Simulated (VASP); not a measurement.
An input for Ansatz (written as the equivalent of a VASP run, and not itself run):

Ansatz 0.2 input:
```yaml
crystal:
  lattice:
    - [2.2458000, -3.8880170, 0.0000000]
    - [2.2458000, 3.8880170, 0.0000000]
    - [0.0000000, 0.0000000, 6.9816360]
  atoms:
    - { symbol: Pb, position: [0.0000000, 0.0000000, 0.0000000] }
    - { symbol: I, position: [0.3333330, 0.6666670, 0.2680000] }
    - { symbol: I, position: [0.6752120, 0.3418780, 0.7320000] }
kpoints:
  mp_grid: { grid: [5, 5, 3] }
hamiltonian:
  xc: pbe
  pseudopotentials: { kind: paw }
scf:
  occupations: { method: gaussian, width: 0.05 }
  max_iter: 100
output: { forces: true, stress: true, eigenvalues: true }
```

**Question.** Translate this input to VASP (INCAR, KPOINTS, POSCAR, choice of POTCAR).

**Answer.** This is not unique; one that fits is 
POSCAR:
```
PbI2
1
    2.2458000000    -3.8880170000     0.0000000000
    2.2458000000     3.8880170000     0.0000000000
    0.0000000000     0.0000000000     6.9816360000
Pb I
1 2
Direct
  0.0000000000   0.0000000000   0.0000000000
  0.3333330000   0.6666670000   0.2680000000
  0.6752120000   0.3418780000   0.7320000000
```

**INCAR**
```
! general
SYSTEM   =  PbI2
PREC     =  Accurate
ENCUT    =  400
LREAL    =  .FALSE.   ! projection in real space or not
LASPH    =  .TRUE.

! electronic loop
EDIFF    =  1E-6   ! SCF stop (eV)
NELM     =  100   ! most electronic steps
ALGO     =  Fast   ! Davidson, then RMM-DIIS
LMAXMIX  =  4   ! l cut-off of mixed one-centre charges

! smearing
ISMEAR   =  0
SIGMA    =  0.05

! functional
GGA      =  PE

! ions
ISIF     =  2

! output
LWAVE    =  .FALSE.
LCHARG   =  .FALSE.
```

### KPOINTS
```
Automatic mesh
0
Gamma
 5 5 3
0 0 0
```

POTCAR, in this order: Pb_d I (PBE.64 set). Program: vasp_std.

The two are equivalent in intent, not identical: each code has its own PAW files, so the cut-off isn't converted (ENCUT is set for VASP's; basis.ecutwfc is left out, and Ansatz then takes the one that its files recommend); Ansatz stops its SCF on the density residual and VASP on the energy change (EDIFF).

The compound is PbI2 in the 1T layered structure. The cell was not relaxed at this level, atoms are displaced from their ideal sites. The run is one of a series of settings (ALGO = Fast against the base run), some of them coarse on purpose.
